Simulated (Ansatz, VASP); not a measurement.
# Cross-check of LaB2Rh3 between VASP and Ansatz, part 2 of 2

One calculation is typed for both programs; each brings its own data sets. How far apart do they land? The cell is taken from a series of runs on this material, whose earlier steps may have relaxed, scaled, displaced or heated it; both programs get it as it stands.

VASP 6.6.1 and Ansatz 0.2.0.

So far: Starting point; VASP: relaxation of cell and atoms, LDA.

### Step 3. Ansatz: relaxation of cell and atoms, LDA

Level of this step: Ansatz beside VASP: Kohn-Sham DFT, plane waves, LDA (Ansatz).

Ansatz runs on its PAW soft_1 files.

The same cell, functional (in two slightly different forms), mesh and smearing now go to Ansatz, which takes its cutoff from its data sets.

File input.yaml:

```yaml
crystal:
  lattice:
    - [5.3980162585, 0.0, 0.0]
    - [-2.6990081293, 4.6748192099, 0.0]
    - [0.0, 0.0, 3.1131318847]
  atoms:
    - { symbol: La, position: [0.0, 0.0, 0.0] }
    - { symbol: B, position: [0.3333333333, 0.6666666667, 0.0] }
    - { symbol: B, position: [0.6666666667, 0.3333333333, 0.0] }
    - { symbol: Rh, position: [0.5, 0.0, 0.5] }
    - { symbol: Rh, position: [0.5, 0.5, 0.5] }
    - { symbol: Rh, position: [0.0, 0.5, 0.5] }
kpoints:
  mp_grid: { grid: [9, 9, 14] }
hamiltonian:
  xc: lda
  pseudopotentials: { kind: paw, azcp: { folder: soft_1 }, xc_functional: pbe }
scf:
  occupations: { method: gaussian, width: 0.1 }
output:
  forces: true
  stress: true
  eigenvalues: true
relax:
  adjacent_minimum: "off"
  f_tol: 0.005
  max_steps: 80
  cell: { stress_tol: 0.05 }
```

Command:

```sh
$ ansatz run input.yaml --threads 16 --pin off --max-ram 61440MiB --backend cuda --events-out ev --progress --plain --runs-dir out --max-vram 78GiB
```

Numbers of over 12 decimals in the logs are rounded to 6 here.

What it wrote:

```text
Engine: ansatz 0.2.0, aarch64-unknown-linux-gnu
Pseudopotentials: kind: paw
Pseudopotential: La, paw, valence charge 11, recommended cutoff 420 eV (normal), soft_1/La.paw.azcp
Pseudopotential: B, paw, valence charge 3, recommended cutoff 420 eV (normal), soft_1/B.paw.azcp
Pseudopotential: Rh, paw, valence charge 17, recommended cutoff 420 eV (normal), soft_1/Rh.paw.azcp
Functional definition: SPW92
  exchange = slater_x
  correlation = pw_c
device memory: the entry about to start is reckoned to put 4.7 GiB on a device that reports 171.5 GiB free (of which the cap on the GPU budget leaves the run 78.0 GiB)
GPU FFT provider: cuFFT
GPU libraries: cuBLAS 13.8.1, cuFFT 12.4.0, cuSOLVER 12.3.2
GPU matrix products: emulated (plane waves: as basis.precision tells), large ones in fixed point in workspaces of 1.00 GiB
Crystal: 6 atoms, lattice volume = 78.559 Å³
Basis set: ecut = 420 eV, 1553 PW (Γ)
Bands: 41, of which v1, the nominal top of the filled ones, is band 34 counted from 1 (33 counted from 0)
Symmetry: 24 space group operations
Space group: P6/mmm (ITA 191), of the structure as read, at distance tolerance 4.3e-5 Å
k-points: 96 of 1134
Non-local potential: La, projectors of the file, l = 0: 3, l = 1: 2, l = 2: 2, l = 3: 3
Non-local potential: B, projectors of the file, l = 0: 2, l = 1: 2, l = 2: 1
Non-local potential: Rh, projectors of the file, l = 0: 3, l = 1: 2, l = 2: 2, l = 3: 1
PAW form: soft (Blöchl's): semilocal exchange-correlation on the pseudo side does not see the compensation charge
PAW frozen core: La, regenerated for the run's functional, and the local potential with it (the file was generated under x = pbe(κ = 0.804, μ = 0.219515), c = pbe(β = 0.066725))
PAW frozen core: B, regenerated for the run's functional, and the local potential with it (the file was generated under x = pbe(κ = 0.804, μ = 0.219515), c = pbe(β = 0.066725))
PAW frozen core: Rh, regenerated for the run's functional, and the local potential with it (the file was generated under x = pbe(κ = 0.804, μ = 0.219515), c = pbe(β = 0.066725))
PAW one-centre angular grid: La, 590 points (default); XC on 64 Gauss nodes
PAW one-centre angular grid: B, 110 points (default); XC on 64 Gauss nodes
PAW one-centre angular grid: Rh, 590 points (default); XC on 64 Gauss nodes
Initial density: superposition of atomic densities (chi_scale 0.1, normalization cell, long waves kept (reshape's long-wave potential 0.00 eV rms))
Initial wavefunctions: pseudopotential atomic-orbital guess
GPU buffer pool allocated for 38400 grid points (all kernels)
GPU transforms: local potential and band sums: pruned to the plane-wave sphere, on 40×40×24
Functional: x = slater, c = lda
SCF iter   1: F=—  HF=-25236.630855 eV  |F-HF|=—  |Δ(HF+E_count)|=         —  Δρ=5.66e-1  dr2=5.09e2  ethr=3.10e-3  ⟨swp⟩=5.2  Hψ=12811  notcnv=0
[...]
SCF iter   5: F=-25216.106611 eV  HF=-25216.106611 eV  |F-HF|=0.00e0  |Δ(HF+E_count)|=  3.64e-11  Δρ=1.49e-7  dr2=8.25e-12  ethr=1.00e-12  ⟨swp⟩=2.0  Hψ=4310  notcnv=0
SCF iter   6: F=-25216.106611 eV  HF=-25216.106611 eV  |F-HF|=7.28e-12  |Δ(HF+E_count)|=    0.00e0  Δρ=2.09e-8  dr2=2.35e-13  ethr=1.00e-12  ⟨swp⟩=3.6  Hψ=15185  notcnv=0
SCF 5 converged in 6 iterations: F = -25216.106611 eV  dr2 = 2.35e-13
relax step   5: F+E_penalty+E_count = -25216.10661101 eV  Δ(F+E_penalty+E_count) = -3.191e-5 eV  max|allowed force component| = 7.247e-17 eV/Å  Δτ_max = 0.0000 Å  P = -0.009 GPa  Ω = 78.455 Å³  stress off target by 2.21e-2 GPa  SCF on the basis re-selected at this cell (its energy is not comparable with the rows above)  (6 SCF iters)
basis re-selected at this cell: Δ(F+E_penalty+E_count) = -3.191e-5 eV, ΔP = +0.003 GPa vs the last step (what re-selecting the basis moved, of the pressure what is left beyond the Pulay correction that the steps carried, after the strain that the cell walked since its last selection, with what the two solves' SCF thresholds leave and, on support functions, any second-order correction that the steps lacked; it is no m [...]
SCF converged after 6 iterations
Free energy (F): -25216.106611 eV
Harris-Foulkes:  -25216.106611 eV  (|F-HF|=7.28e-12)
Internal energy: -25216.094362 eV  (E = F + TS)
E sigma→0 (E₀):  -25216.100486 eV
Entropy (-TS):   -0.012249 eV (-2.042 meV/atom)
Fermi energy:    18.836264 eV
--- Per-component energies (eV) ---
  E_band       = -326.547232
  E_kinetic    = 1906.736715
  E_local      = -6013.962310  (includes V_loc(G=0)·N_el)
  E_nonlocal   = 1021.814027
  E_hartree    = 2354.420715
  E_xc         = -814.877179
  E_vxc        = -987.988591  (∫ρ·V_xc dr)
  E_paw        = -15830.976594  (= ΣΔE_a)
  E_vpaw       = -961.988772  (= ΣTr[D̂ρ^β])
  E_aug_tail   = 0.000253  (compensation charges beyond the density's cutoff)
  E_ewald      = -7841.530929
  E_core_change = 2.280940  (= ΣΔE_core)
  E_smearing   = -0.012249  (= −TS)
  E_closure    = 0.000000  (closes the sum)
  Σ components = -25216.106611   (vs F -25216.106611, Δ=0.00e0)
--- Forces (eV/Å), atoms counted from 1 ---
  atom   1  La     0.00000000     0.00000000     0.00000000
  atom   2  B      0.00000000     0.00000000     0.00000000
  atom   3  B      0.00000000    -0.00000000     0.00000000
  atom   4  Rh     0.00000000     0.00000000     0.00000000
  atom   5  Rh     0.00000000     0.00000000     0.00000000
  atom   6  Rh     0.00000000     0.00000000     0.00000000
  max |Σ_I F_I| component: 5.55e-17 eV/Å
--- Stress (GPa, compression-positive) ---
       -0.003138      -0.000000       0.000000
       -0.000000      -0.003138       0.000000
        0.000000       0.000000      -0.022103
  P = ⅓ Tr σ = -0.0095 GPa (-0.095 kbar)
--- Band table (eV; the first three rows and the last of 96) ---
  k-point 0: bands = [... 30 lower, 17.5591, 17.8395, 18.7799, 18.7799, 19.2974, 19.4018, 20.0534, 20.8945, ... 3 higher]
  k-point 1: bands = [... 30 lower, 17.4353, 17.7775, 19.0548, 19.0548, 19.2994, 19.6144, 19.9457, 20.8818, ... 3 higher]
  k-point 2: bands = [... 30 lower, 17.2202, 17.6117, 19.3051, 19.4511, 19.4511, 19.6484, 20.1917, 20.7490, ... 3 higher]
  k-point 95: bands = [... 30 lower, 17.2759, 17.3022, 18.1604, 18.3947, 18.3947, 18.8323, 20.6303, 21.1825, ... 3 higher]
--- Relaxed structure (4 steps of the walk, 3 accepted, 1 SCFs on fresh bases) ---
  F+E_penalty+E_count = -25216.10661101 eV   max|allowed force component| = 7.247e-17 eV/Å   (the final SCF, on the basis selected at the relaxed cell)
  cell:  # Å, volume = 78.4550 Å³
    - [5.427496, 2.9025232260155815e-11, 0.0]
    - [-2.713748, 4.700349, 0.0]
    - [0.0, 0.0, 3.075324]
  atoms:
    - { symbol: La, position: [0, 0, 0.0] }
    - { symbol: B, position: [0.333333, 0.666667, 0.0] }
    - { symbol: B, position: [0.666667, 0.333333, 0.0] }
    - { symbol: Rh, position: [0.500000, 0.0, 0.500000] }
    - { symbol: Rh, position: [0.500000, 0.5, 0.500000] }
    - { symbol: Rh, position: [0.0, 0.500000, 0.500000] }
```

The column dr2 measures how far the density is from self-consistency, as an energy; F and HF (Harris–Foulkes) agree once it is small.

### Step 4. Comparison

Known differences besides the potentials themselves: the two LDA forms differ slightly; the data sets hold 68 valence electrons in Ansatz (on its PAW soft_1 files) and 62 in VASP; the cutoff is 420 eV in Ansatz and 500 eV in VASP; VASP's log shows a relativistic correction to its local exchange, Ansatz's none; Ansatz adds a Pulay correction to the stress that steers its cell, VASP none. Total energies have different zeros and are not compared.

The two programs side by side:

```
                                         quantity  Ansatz   VASP  difference
                                      volume (Å³)   78.45  78.59     -0.17 %
edge a after relaxation, in the typed setting (Å)   5.428  5.430     -0.05 %
edge c after relaxation, in the typed setting (Å)   3.075  3.078     -0.08 %
```

### Step 5. Results

```json
{"difference in volume (relaxation of cell and atoms, LDA)": "-0.17 %"}
```

The difference in volume is -0.17 % (relaxation of cell and atoms, LDA), within the 1.2 % picked in this series as the mark of a large difference, as far as the stopping tolerances let one tell. The data sets hold unlike numbers of valence electrons (68 in Ansatz and 62 in VASP), so part of the differences comes from the potentials. Such differences can come from data sets, numerical settings and the points named under the comparisons, not from the functional's error against experiment.

[Lines on the potential files, build, host, timing and source positions are cut from VASP's logs without a mark.]

[Logs are printed without paths, hosts, clocks, repeated set-up lines and the standing remarks that a program may print on its own settings, such as how far it seeks lower states.]

[Hosts, paths, dates, database ids (printed as entryN), source tags and the programs' standing remarks are cut or masked in the printed files.]
